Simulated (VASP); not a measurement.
VASP runs on HfB2 (space group P6/mmm) share one base input (PBEsol GGA, plane waves, VASP's PBE PAW potentials (set 64)) and change the settings named in each case.

**KPOINTS**
```
Automatic mesh
0
Gamma
8 8 7
0 0 0
```

File POSCAR:
```
HfB2
3.0841080
  0.5000000000  -0.8660254440   0.0000000000
  0.5000000000   0.8660254440   0.0000000000
  0.0000000000   0.0000000000   1.1082802548
Hf B
1 2
direct
  0.0000000000   0.0000000000   0.0000000000
  0.3333330000   0.6666670000   0.5000000000
  0.6666670000   0.3333330000   0.5000000000
```

INCAR:
```
# general
SYSTEM   =  HfB2
PREC     =  Accurate
ENCUT    =  400
LREAL    =  .FALSE.
LASPH    =  .TRUE.

# electronic loop
EDIFF    =  1E-6
NELM     =  100
ALGO     =  Normal
LMAXMIX  =  6

# smearing
ISMEAR   =  0
SIGMA    =  0.2

# functional
GGA      =  PS

# ions
ISIF     =  2

# output
LWAVE    =  .FALSE.
LCHARG   =  .FALSE.
```

POTCAR, in this order: Hf_pv B (PBE.64 set). Program: vasp_std.

| change | E(σ→0) (eV/atom) | pressure (GPa) | −TS (eV) |
|---|---|---|---|
| base run | -9.2758 | 10.39 | -0.0042 |
| GGA removed, POTCAR Hf_pv B (LDA.64 set) | -9.6476 | ? | -0.0042 |
| GGA_COMPAT = .FALSE., LNONCOLLINEAR = .TRUE., LSORBIT = .TRUE., MAGMOM = 0.0 0.0 0.0 0.0 0.0 0.0 0.0 0.0 0.0, program vasp_ncl | -9.4976 | ? | ? |
| KPOINTS 5×5×4 Γ-centred mesh | -9.2685 | 10.60 | -0.0068 |

Problem. What belongs in the gaps?

Solution. 
- GGA removed, POTCAR Hf_pv B (LDA.64 set), pressure (GPa): 4.65
- GGA_COMPAT = .FALSE., LNONCOLLINEAR = .TRUE., LSORBIT = .TRUE., MAGMOM = 0.0 0.0 0.0 0.0 0.0 0.0 0.0 0.0 0.0, program vasp_ncl, pressure (GPa): 10.35
- GGA_COMPAT = .FALSE., LNONCOLLINEAR = .TRUE., LSORBIT = .TRUE., MAGMOM = 0.0 0.0 0.0 0.0 0.0 0.0 0.0 0.0 0.0, program vasp_ncl, −TS (eV): -0.0041

Energies of different potentials or functionals have different zeros.  Unless said otherwise, spin-orbit coupling is left out, though it shifts the bands of the heavy elements here. At 400 eV the pressure can carry a Pulay error.

Left out are runs that ran out of time, are held back, or changed the cell or the kind of run, fixed moments of cells without a moment, rows past the twelfth, gaps on odd meshes, pressures of charged cells and columns that move by less than the noise.

The structure is a typed HfB2 crystal (P6/mmm). The cell was not relaxed at this level, its lattice was scaled by up to 2.5 %.
